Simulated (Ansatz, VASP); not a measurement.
**Zn (Zn strained to the junction's net) in two plane-wave programs**

One calculation is typed for both programs; each brings its own data sets. How far apart do they land? The structure shown is the end of the Ansatz relaxation below.

Main program and level: Ansatz 0.2.0; plane waves, with VASP 6.6.1 beside it; single point at PBE.

### Step 1. Set-up

The structure is hexagonal, space group P6_3/mmc (No. 194). Conventional cell: a = 2.524 Å, b = 2.524 Å, c = 5.322 Å, α = 90.00°, β = 90.00°, γ = 120.00°. Nearest to Zn lie 6 Zn at 2.52 Å.

### Step 2. Ansatz: relaxation, PBE

Ansatz runs on its default PAW (the set named soft_2) files.

This run makes the geometry at which the two programs are then compared.

input.yaml reads:

```yaml
crystal:
  lattice:
    - [2.524, 0.0, 0.0]
    - [-1.262, 2.1858481192, 0.0]
    - [0.0, 0.0, 5.1271578947]
  atoms:
    - { symbol: Zn, position: [0.0, 0.0, 0.0] }
    - { symbol: Zn, position: [0.3333333333, 0.6666666667, 0.5] }
kpoints:
  mp_grid: { grid: [18, 18, 6] }
scf:
  occupations: { method: fermi_dirac, width: 0.1 }
  max_iter: 150
hamiltonian:
  xc: pbe
relax:
  f_tol: 0.01
  max_steps: 40
  cell: { fix: [a, b, angles] }
```

Run with:

```sh
> ansatz run input.yaml --threads 4 --pin off --max-ram 12288MiB --backend cpu --events-out ev --progress --plain --runs-dir out
```

Numbers of over 12 decimals in the logs are rounded to 6 here.

Output:

```text
Engine: ansatz 0.2.0, aarch64-unknown-linux-gnu
Pseudopotentials: kind: paw
Pseudopotential: Zn, paw, valence charge 12, recommended cutoff 420 eV (normal), Zn.paw.azcp
Functional definition: PBE
  parameter kappa = 0.804
  parameter beta = 0.066725
  exchange = pbe_x(kappa = kappa, mu = beta*pi^2/3)
  correlation = pbe_c(beta = beta)
Crystal: 2 atoms, lattice volume = 28.287 Å³
Basis set: ecut = 420 eV, 551 PW (Γ), exchange–correlation on 36×36×72 points (8 copies of the dense FFT grid, shifted against one another)
Bands: 16, of which v1, the nominal top of the filled ones, is band 12 counted from 1 (11 counted from 0)
Symmetry: 24 space group operations
Space group: P63/mmc (ITA 194), of the structure as read, at distance tolerance 3.0e-5 Å
k-points: 148 of 1944
Non-local potential: Zn, projectors of the file, l = 0: 2, l = 1: 2, l = 2: 3, l = 3: 1
PAW form: soft (Blöchl's): semilocal exchange-correlation on the pseudo side does not see the compensation charge
PAW one-centre angular grid: Zn, 590 points (default); XC on 64 Gauss nodes
Initial density: superposition of atomic densities (neutral atoms: chi_scale 0, normalization atom), corrected by the library's trained network
Initial wavefunctions: pseudopotential atomic-orbital guess
Functional: x = pbe(κ = 0.804, μ = 0.219515), c = pbe(β = 0.066725)
SCF iter   1: F=—  HF=-6637.980020 eV  |F-HF|=—  |Δ(HF+E_count)|=         —  Δρ=1.20e-3  dr2=3.94e-4  ethr=1.77e-3  ⟨swp⟩=5.1  Hψ=11627  notcnv=0
preconditioner: auto → none  [metal: Δε(μ)=0.066 eV  Ē_g=13.759 eV  σ=0.100 eV  W_gap=0.16  n_scr=4 (ndim 8)  ℏωp=34.2 eV  f_vac=0.000  D(μ)=0.51/eV (n_scr^D=2)  sad-step TF]
SCF iter   2: F=—  HF=-6637.980497 eV  |F-HF|=—  |Δ(HF+E_count)|=   4.77e-4  Δρ=7.92e-4  dr2=1.85e-4  ethr=1.64e-6  ⟨swp⟩=2.2  Hψ=5166  notcnv=0
SCF iter   3: F=—  HF=-6637.980544 eV  |F-HF|=—  |Δ(HF+E_count)|=   4.67e-5  Δρ=9.48e-4  dr2=1.33e-4  ethr=7.70e-7  ⟨swp⟩=2.0  Hψ=4146  notcnv=0
SCF iter   4: F=—  HF=-6637.980479 eV  |F-HF|=—  |Δ(HF+E_count)|=   6.49e-5  Δρ=1.46e-4  dr2=3.06e-6  ethr=5.55e-7  ⟨swp⟩=2.0  Hψ=3887  notcnv=0
SCF iter   5: F=—  HF=-6637.980474 eV  |F-HF|=—  |Δ(HF+E_count)|=   4.63e-6  Δρ=8.70e-5  dr2=1.26e-6  ethr=1.28e-8  ⟨swp⟩=2.0  Hψ=4148  notcnv=0
SCF iter   6: F=—  HF=-6637.980474 eV  |F-HF|=—  |Δ(HF+E_count)|=   4.10e-7  Δρ=3.19e-5  dr2=1.67e-7  ethr=5.24e-9  ⟨swp⟩=2.8  Hψ=4124  notcnv=0
SCF iter   7: F=-6637.980474 eV  HF=-6637.980474 eV  |F-HF|=3.70e-9  |Δ(HF+E_count)|=   6.42e-8  Δρ=4.87e-6  dr2=3.83e-9  ethr=4.17e-10  ⟨swp⟩=4.5  Hψ=8794  notcnv=0
SCF 1 converged in 7 iterations: F = -6637.980474 eV  dr2 = 3.83e-9
  greatest PAW one-centre occupation: 0.981 electrons in one spin orbital (limit 2), on the Zn atom at site 1 (counted from 0), in its partial waves of l = 2
relax step   1: F+E_penalty+E_count = -6637.98047379 eV  Δ(F+E_penalty+E_count) = +0.000e0 eV  max|allowed force component| = 0.000e0 eV/Å  Δτ_max = 0.0000 Å  P = +9.537 GPa  Ω = 28.287 Å³  fix = [a, b, alpha, beta, gamma]  reactions: a +12.892, b +12.892 GPa  (7 SCF iters, dr2 threshold 1.00e-7 eV, accepted)
[...]
relax step   2: F+E_penalty+E_count = -6637.98693813 eV  Δ(F+E_penalty+E_count) = -6.464e-3 eV  max|allowed force component| = 1.388e-17 eV/Å  Δτ_max = 0.0000 Å  P = +8.287 GPa  Ω = 28.839 Å³  energy of the carried Pulay correction = -4.240e-4 eV  fix = [a, b, alpha, beta, gamma]  reactions: a +11.816, b +11.816 GPa  (5 SCF iters, dr2 threshold 2.00e-7 eV, accepted)
[...]
relax step   3: F+E_penalty+E_count = -6637.98849875 eV  Δ(F+E_penalty+E_count) = -1.561e-3 eV  max|allowed force component| = 6.476e-17 eV/Å  Δτ_max = 0.0000 Å  P = +7.426 GPa  Ω = 29.263 Å³  energy of the carried Pulay correction = -7.436e-4 eV  fix = [a, b, alpha, beta, gamma]  reactions: a +11.023, b +11.023 GPa  (5 SCF iters, dr2 threshold 2.00e-7 eV, accepted)
[...]
relax step   4: F+E_penalty+E_count = -6637.98850672 eV  Δ(F+E_penalty+E_count) = -7.971e-6 eV  max|allowed force component| = 7.401e-17 eV/Å  Δτ_max = 0.0000 Å  P = +7.238 GPa  Ω = 29.362 Å³  energy of the carried Pulay correction = -8.174e-4 eV  fix = [a, b, alpha, beta, gamma]  reactions: a +10.838, b +10.838 GPa  (4 SCF iters, dr2 threshold 1.34e-7 eV, accepted)
[...]
relax step   5: F+E_penalty+E_count = -6637.98925502 eV  Δ(F+E_penalty+E_count) = -7.483e-4 eV  max|allowed force component| = 4.626e-17 eV/Å  Δτ_max = 0.0000 Å  P = +7.232 GPa  Ω = 29.362 Å³  fix = [a, b, alpha, beta, gamma]  reactions: a +10.831, b +10.831 GPa  stress off target by 3.30e-2 GPa on what of the cell is left free  SCF on the basis re-selected at this cell (its energy is not comparable with the rows above)  (6 SCF iters)
basis re-selected at this cell: Δ(F+E_penalty+E_count) = -7.483e-4 eV, ΔP = -0.006 GPa vs the last step (what re-selecting the basis moved, of the pressure what is left beyond the Pulay correction that the steps carried, after the strain that the cell walked since its last selection, with what the two solves' SCF thresholds leave and, on support functions, any second-order correction that the steps lacked; it is no m [...]
SCF converged after 6 iterations
Free energy (F): -6637.989255 eV
Harris-Foulkes:  -6637.989255 eV  (|F-HF|=9.09e-12)
Internal energy: -6637.970983 eV  (E = F + TS)
E sigma→0 (E₀):  -6637.980119 eV
Entropy (-TS):   -0.018272 eV (-9.136 meV/atom)
Fermi energy:    11.367003 eV
--- Per-component energies (eV) ---
  E_band       = 105.982665
  E_kinetic    = 263.535117
  E_local      = -3069.860995  (includes V_loc(G=0)·N_el)
  E_nonlocal   = 1219.047106
  E_hartree    = 1289.777359
  E_xc         = -276.729961
  E_vxc        = -106.947698  (∫ρ·V_xc dr)
  E_paw        = -3647.239941  (= ΣΔE_a)
  E_vpaw       = -779.344849  (= ΣTr[D̂ρ^β])
  E_aug_tail   = -0.000709  (compensation charges beyond the density's cutoff)
  E_ewald      = -2416.498959
  E_smearing   = -0.018272  (= −TS)
  E_closure    = -0.000000  (closes the sum)
  Σ components = -6637.989255   (vs F -6637.989255, Δ=0.00e0)
--- Forces (eV/Å), atoms counted from 1 ---
  atom   1  Zn     0.00000000     0.00000000     0.00000000
  atom   2  Zn    -0.00000000    -0.00000000     0.00000000
  max |Σ_I F_I| component: 1.85e-17 eV/Å
--- Stress (GPa, compression-positive) ---
       10.831369      -0.000000       0.000000
        0.000000      10.831369       0.000000
        0.000000       0.000000       0.032999
  P = ⅓ Tr σ = 7.2319 GPa (72.319 kbar)
--- Relaxed structure (4 steps of the walk, 4 accepted, 1 SCFs on fresh bases) ---
  F+E_penalty+E_count = -6637.98925502 eV   max|allowed force component| = 4.626e-17 eV/Å   (the final SCF, on the basis selected at the relaxed cell)
  cell:  # Å, volume = 29.3615 Å³
    - [2.524000, 0, 0.0]
    - [-1.262000, 2.185848, 0.0]
    - [0.0, 0.0, 5.321928]
  atoms:
    - { symbol: Zn, position: [9.251858539620032e-18, -5.0885221963063393e-17, 0.0] }
    - { symbol: Zn, position: [0.333333, 0.666667, 0.5] }
```

### Step 3. VASP: single point, PBE

The same cell, functional, mesh and smearing now go to VASP, with its own data sets.

Lines of VASP's logs that name or quote its potential files are left out, and so is its time.

INCAR reads:

```
SYSTEM = Zn
PREC = Accurate
ENCUT = 500
EDIFF = 1E-06
NELM = 120
ISMEAR = -1
SIGMA = 0.1
LREAL = .FALSE.
ALGO = Normal
GGA = PE
NBANDS = 18
LORBIT = 11
LWAVE = .FALSE.
LCHARG = .FALSE.
ISIF = 2
LASPH = .TRUE.
GGA_COMPAT = .FALSE.
```

POSCAR reads:

```
Zn
1.0
    2.5240000000      0.0000000000      0.0000000000
   -1.2620000000      2.1858481192      0.0000000000
    0.0000000000      0.0000000000      5.3219282371
Zn
2
Direct
    0.0000000000      0.0000000000      0.0000000000
    0.3333333333      0.6666666667      0.5000000000
```

KPOINTS reads:

```
Automatic mesh
0
Gamma
18 18 6
0 0 0
```

The projector-augmented-wave data sets are Zn (PBE family, release 64).

Run with:

```sh
> mpirun -np 1 vasp_std
```

Output:

```text
[banner, memory and clock lines left out]
running    1 mpi-ranks, on    1 nodes
 distrk:  each k-point on    1 cores,    1 groups
 distr:  one band on    1 cores,    1 groups

 POSCAR found type information on POSCAR Zn
 POSCAR found :  1 types and       2 ions
 LDA part: xc-table for (Slater+PW92), standard interpolation
 POSCAR, INCAR and KPOINTS ok, starting setup
 FFT: planning ... GRIDC
 FFT: planning ... GRID_SOFT
 FFT: planning ... GRID
 WAVECAR not read
 entering main loop
       N       E                     dE             d eps       ncg     rms          rms(c)
DAV:   1     0.107768282113E+03    0.10777E+03   -0.12390E+04  5520   0.210E+03
DAV:   2     0.187729584081E+01   -0.10589E+03   -0.10302E+03  5372   0.297E+02
DAV:   3    -0.236209240551E+01   -0.42394E+01   -0.42260E+01  5974   0.680E+01
DAV:   4    -0.238361218044E+01   -0.21520E-01   -0.21515E-01  5898   0.498E+00
DAV:   5    -0.238364164221E+01   -0.29462E-04   -0.29461E-04  5766   0.164E-01    0.465E+00
DAV:   6    -0.215437331868E+01    0.22927E+00   -0.93849E-01  5724   0.212E+01    0.326E+00
DAV:   7    -0.214170839522E+01    0.12665E-01   -0.33582E-02  6814   0.320E+00    0.164E+00
DAV:   8    -0.213602871007E+01    0.56797E-02   -0.27944E-03  6774   0.823E-01    0.546E-02
DAV:   9    -0.213604720217E+01   -0.18492E-04   -0.42424E-04  6914   0.270E-01    0.334E-02
DAV:  10    -0.213604907820E+01   -0.18760E-05   -0.39659E-05  5632   0.858E-02    0.417E-03
DAV:  11    -0.213604890432E+01    0.17388E-06   -0.28588E-07  3470   0.690E-03
   1 F= -.21360489E+01 E0= -.21268980E+01  d E =-.183018E-01
```

Parts of OUTCAR (step 3):

```text
ion  position               nearest neighbor table
   1  0.000  0.000  0.000-   2 3.03   2 3.03   2 3.03   2 3.03   2 3.03   2 3.03
   2  0.333  0.667  0.500-   1 3.03   1 3.03   1 3.03   1 3.03   1 3.03   1 3.03

  LATTYP: Found a hexagonal cell.
 ALAT       =     2.5240000000
 C/A-ratio  =     2.1085294125

 Subroutine GETGRP returns: Found 24 space group operations
 (whereof 12 operations were pure point group operations)

The static configuration has the point symmetry D_3h.
 The point group associated with its full space group is D_6h.

 Found    148 irreducible k-points:

   k-points           NKPTS =    148   k-points in BZ     NKDIM =    148   number of bands    NBANDS=     18

   dimension x,y,z NGX =    18 NGY =   18 NGZ =   40
   dimension x,y,z NGXF=    36 NGYF=   36 NGZF=   80

   ENCUT  =  500.0 eV  36.75 Ry    6.06 a.u.   4.60  4.60  9.70*2*pi/ulx,y,z

   NELECT =      24.0000    total number of electrons

 k-points in reciprocal lattice and weights: Automatic mesh
   0.00000000  0.00000000  0.00000000       0.001
   0.05555556  0.00000000  0.00000000       0.003
   0.11111111  0.00000000  0.00000000       0.003
   0.16666667  0.00000000  0.00000000       0.003
   0.22222222  0.00000000  0.00000000       0.003
   0.27777778  0.00000000  0.00000000       0.003
   0.33333333  0.00000000  0.00000000       0.003
   0.38888889  0.00000000  0.00000000       0.003
   0.44444444  0.00000000  0.00000000       0.003
[...]
0.33333333  0.27777778  0.50000000       0.006
   0.33333333  0.33333333  0.50000000       0.001

 average (electrostatic) potential at core
       1 -36.8135       2 -36.8135

 E-fermi :   3.1468

 k-point     1 :       0.0000    0.0000    0.0000
  band No.  band energies     occupation
    ...
      9      -3.9530      2.00000
     10      -3.8421      2.00000
     11      -3.8421      2.00000
     12      -1.0157      2.00000
     13      -0.9364      2.00000
     14      13.2735      0.00000
     15      17.4921      0.00000
     16      24.0854      0.00000
     17      24.0854      0.00000
     18      24.6586      0.00000

 k-point     2 :       0.0556    0.0000    0.0000
  band No.  band energies     occupation
    ...
      9      -3.9614      2.00000
     10      -3.9143      2.00000
     11      -3.8437      2.00000
     12      -0.9719      2.00000
     13      -0.7635      2.00000
     14      13.3960      0.00000
     15      17.5312      0.00000
     16      21.8619      0.00000
     17      22.9375      0.00000
     18      23.9041      0.00000

 k-point     3 :       0.1111    0.0000    0.0000
  band No.  band energies     occupation
    ...
      9      -4.0272      2.00000
     10      -3.9845      2.00000
     11      -3.8490      2.00000
     12      -0.8314      2.00000
     13      -0.2892      2.00000
     14      13.7573      0.00000
     15      17.5927      0.00000
     16      18.9492      0.00000
     17      21.4097      0.00000
     18      22.7936      0.00000

  Total        2.1042476      2.1042476      0.0422451      0.0000000      0.0000000      0.0000000
  in kB      114.8230492    114.8230492      2.3052012      0.0000000      0.0000000      0.0000000
  external PRESSURE =      77.3170999 kB  Pullay stress =       0.0000000 kB

  energy-cutoff  :      500.00
  volume of cell :       29.36
      direct lattice vectors                 reciprocal lattice vectors
     2.524000000  0.000000000  0.000000000     0.396196513  0.228744164  0.000000000
    -1.262000000  2.185848119  0.000000000     0.000000000  0.457488327  0.000000000
     0.000000000  0.000000000  5.321928237     0.000000000  0.000000000  0.187901820

 POSITION                                       TOTAL-FORCE (eV/Angst)
 -----------------------------------------------------------------------------------
      0.00000      0.00000      0.00000         0.000000      0.000000      0.000000
     -0.00000      1.45723      2.66096        -0.000000     -0.000000      0.000000
 -----------------------------------------------------------------------------------
    total drift:                                0.000000     -0.000000     -0.000000

  FREE ENERGIE OF THE ION-ELECTRON SYSTEM (eV)
  ---------------------------------------------------
  free  energy   TOTEN  =        -2.1360489043 eV

  energy  without entropy=       -2.1177471060  energy(sigma->0) =       -2.12689801

 total charge
# of ion       s       p       d       tot
------------------------------------------
    1        0.620   0.509   9.720  10.849
    2        0.620   0.509   9.720  10.849
--------------------------------------------------
tot          1.240   1.017  19.440  21.698

[... 3 further parts left out ...]
```

The run ends at a pressure of 7.73 GPa.

### Step 4. Side by side

Known differences besides the potentials themselves: the cutoff is 420 eV in Ansatz and 500 eV in VASP; Ansatz's pressure holds a Pulay correction, VASP's none. Total energies have different zeros and are not compared.

Compared:

```csv
quantity,Ansatz,VASP,difference
pressure (GPa),7.23,7.73,-0.50
```

### Step 5. Outcome

- difference in pressure (single point, PBE): -0.50 GPa

In words: The difference in pressure is -0.50 GPa (single point, PBE), within the 1 GPa picked in this series as the mark of a large difference. Such differences can come from data sets, numerical settings and the points named under the comparisons, not from the functional's error against experiment.

[Lines on the potential files, build, host, timing and source positions are cut from VASP's logs without a mark.]

[Logs are printed without paths, hosts, clocks, repeated set-up lines and the standing remarks that a program may print on its own settings, such as how far it seeks lower states.]

[Hosts, paths, dates, database ids (printed as entryN), source tags and the programs' standing remarks are cut or masked in the printed files.]
